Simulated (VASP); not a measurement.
Calculation: PBE GGA, VASP's PBE PAW potentials (set 64) (plane waves; VASP 6.6.1).

VASP ran on this input.

File KPOINTS:
```
Regular mesh
0
Gamma
  8 8 8
0 0 0
```

File POSCAR:
```
MgS
1
    0.0000000000     2.6000000000     2.6000000000
    2.6000000000     0.0000000000     2.6000000000
    2.6000000000     2.6000000000     0.0000000000
Mg S
1 1
Direct
  0.0000000000   0.0000000000   0.0000000000
  0.5000000000   0.5000000000   0.5000000000
```

INCAR:
```
ALGO  =  Normal
EDIFF  =  1E-6
EDIFFG  =  -0.01
ENCUT  =  400
GGA  =  PE
IBRION  =  2
ISIF  =  3
ISMEAR  =  0
LASPH  =  .TRUE.
LCHARG  =  .FALSE.
LREAL  =  .FALSE.
LWAVE  =  .FALSE.
NELM  =  100
NSW  =  60
PREC  =  Accurate
SIGMA  =  0.05
SYSTEM  =  MgS
```

POTCAR, in this order: Mg S (PBE.64 set). Program: vasp_std.

### Question
Estimate the energy per atom (σ→0), volume per atom, band gap (on the k-mesh).

### Answer

```json
{
  "energy per atom (σ→0)": "-4.251 eV/atom",
  "band gap (on the k-mesh)": "2.75 eV",
  "volume_per_atom": "17.81 Å³/atom"
}
```

### OSZICAR
```
...
DAV:   6    -0.850255482149E+01   -0.52708E-06   -0.22480E-07   264   0.465E-03
   2 F= -.85025548E+01 E0= -.85025548E+01  d E =-.143562E-02
       N       E                     dE             d eps       ncg     rms          rms(c)
DAV:   1    -0.850287276045E+01   -0.31847E-03   -0.51490E-03   528   0.466E-01    0.125E-01
DAV:   2    -0.850264897694E+01    0.22378E-03   -0.64782E-04   472   0.135E-01    0.396E-02
DAV:   3    -0.850262517711E+01    0.23800E-04   -0.13582E-04   544   0.646E-02    0.283E-02
DAV:   4    -0.850262523059E+01   -0.53482E-07   -0.93915E-07   392   0.866E-03
   3 F= -.85026252E+01 E0= -.85026252E+01  d E =-.150603E-02
```

The compound is MgS in the rock salt structure. This run relaxes it. Symmetry was kept, so distortions that lower it aren't found.
